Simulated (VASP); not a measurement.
Given:

```
CELL_PARAMETERS angstrom
      3.79200     0.00000     0.00000
      0.00000     3.79200     0.00000
      0.00000     0.00000    16.22535
ATOMIC_POSITIONS crystal
  Sn 0.50000 0.00000 0.56858
  Sn 0.00000 0.50000 0.43142
  O  0.00000 0.00000 0.50000
  O  0.50000 0.50000 0.50000
```

These are PBE GGA, VASP's PBE PAW potentials (set 64) (plane waves; VASP 6.6.1) values and carry that method's errors. Run with 560 eV cut-off, 7×7×1 Γ-centred mesh, Gaussian smearing of 0.20 eV, potentials Sn_d O.

The cell holds a wide vacuum, so values per volume refer to the whole cell.

The ions are relaxed. Predict the relaxed structure.

```
CELL_PARAMETERS angstrom
      3.79200     0.00000     0.00000
      0.00000     3.79200     0.00000
      0.00000     0.00000    16.22535
ATOMIC_POSITIONS crystal
  Sn 0.50000 0.00000 0.57383
  Sn 0.00000 0.50000 0.42617
  O  0.00000 0.00000 0.50000
  O  0.50000 0.50000 0.50000
```

How much energy does the relaxation gain?

The energy (σ→0) changes by -34.8 meV/atom, in 3 ionic steps.

The cell is a sheet with vacuum, built from a generated structure.
